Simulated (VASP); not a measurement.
Output of a VASP run:

**OSZICAR**
```
       N       E                     dE             d eps       ncg     rms          rms(c)
DAV:   1     0.139112818664E+02    0.13911E+02   -0.35000E+03  9376   0.302E+02
DAV:   2    -0.138299952994E+02   -0.27741E+02   -0.26654E+02 12168   0.801E+01
DAV:   3    -0.144051805078E+02   -0.57519E+00   -0.57268E+00 11616   0.896E+00
DAV:   4    -0.144060086977E+02   -0.82819E-03   -0.82817E-03 10912   0.390E-01
DAV:   5    -0.144060098868E+02   -0.11891E-05   -0.11891E-05 11840   0.157E-02    0.713E+00
DAV:   6    -0.137875970156E+02    0.61841E+00   -0.10227E+00 10880   0.225E+00    0.361E+00
DAV:   7    -0.136829432298E+02    0.10465E+00   -0.15829E-01 11696   0.104E+00    0.135E+00
DAV:   8    -0.136738164427E+02    0.91268E-02   -0.14073E-02 10912   0.406E-01    0.188E-01
DAV:   9    -0.136739743987E+02   -0.15796E-03   -0.53720E-04 11248   0.852E-02    0.578E-02
DAV:  10    -0.136739791890E+02   -0.47903E-05   -0.22385E-05 11584   0.151E-02    0.155E-02
DAV:  11    -0.136739793843E+02   -0.19523E-06   -0.66408E-07 11248   0.337E-03    0.599E-03
DAV:  12    -0.136739801431E+02   -0.75889E-06   -0.31253E-07 11160   0.209E-03    0.758E-04
DAV:  13    -0.136739801436E+02   -0.40393E-09   -0.19447E-09  7528   0.194E-04
   1 F= -.13673980E+02 E0= -.13673980E+02  d E =-.408429E-27
 imaginary and real dielectric function
```

**OUTCAR**
```
------------------------ aborting loop because EDIFF is reached ----------------------------------------
  FORCE on cell =-STRESS in cart. coord.  units (eV):
  Direction    XX          YY          ZZ          XY          YZ          ZX
  --------------------------------------------------------------------------------------
  Total       -0.0004350     -0.0004350     -0.0004350     -0.0000000      0.0000000     -0.0000000
  in kB       -0.0301671     -0.0301671     -0.0301671     -0.0000000      0.0000000     -0.0000000
  external PRESSURE =      -0.0301671 kB  Pullay stress =       0.0000000 kB
  volume of cell :       23.10
      direct lattice vectors                 reciprocal lattice vectors
     0.000000000  2.260548110  2.260548110    -0.221185295  0.221185295  0.221185295
     2.260548110  0.000000000  2.260548110     0.221185295 -0.221185295  0.221185295
     2.260548110  2.260548110  0.000000000     0.221185295  0.221185295 -0.221185295
  FREE ENERGIE OF THE ION-ELECTRON SYSTEM (eV)
  ---------------------------------------------------
  free  energy   TOTEN  =       -13.6739801436 eV

  energy  without entropy=      -13.6739801436  energy(sigma->0) =      -13.67398014

 plasma frequency squared (from intraband transitions) (eV^2)
  --------------------------------------------------------------------------------------
       0.000      -0.000       0.000
       0.000       0.000       0.000
      -0.000      -0.000       0.000

 plasma frequency squared (from interband transitions, int dw w eps(2)(w)) (eV^2)
  --------------------------------------------------------------------------------------
     432.604       0.000      -0.000       0.000       0.000       0.000
      -0.000      -0.000     432.604       0.000       0.000      -0.000
       0.000      -0.000       0.000       0.000     432.604       0.000
```
(Selected blocks of OUTCAR.)

### POSCAR
```
BP
1
   -0.0000000000     2.2605481103     2.2605481103
    2.2605481103     0.0000000000     2.2605481103
    2.2605481103     2.2605481103     0.0000000000
B P
1 1
Direct
  0.0000000000   0.0000000000   0.0000000000
  0.2500000000   0.2500000000   0.2500000000
```

**Question.** Write an INCAR and KPOINTS that could have produced this output.

**Answer.** Several could match; the one computed here: the input of the run itself, PBEsol GGA, plane waves, VASP's PBE PAW potentials (set 64).

INCAR:
```
SYSTEM = BP
PREC = Accurate; ENCUT = 520; LREAL = .FALSE.
LASPH = .TRUE.; NBANDS = 24
EDIFF = 1E-7; NELM = 100; ALGO = Normal
ISMEAR = 0; SIGMA = 0.01
GGA = PS
LWAVE = .FALSE.; LCHARG = .FALSE.; NEDOS = 1001
LOPTICS = .TRUE.; CSHIFT = 0.1
```

### KPOINTS
```
K-points
0
Gamma
  18 18 18
```

POTCAR, in this order: B P (PBE.64 set). Program: vasp_std.

The compound is BP in the zinc blende structure. It was relaxed first.
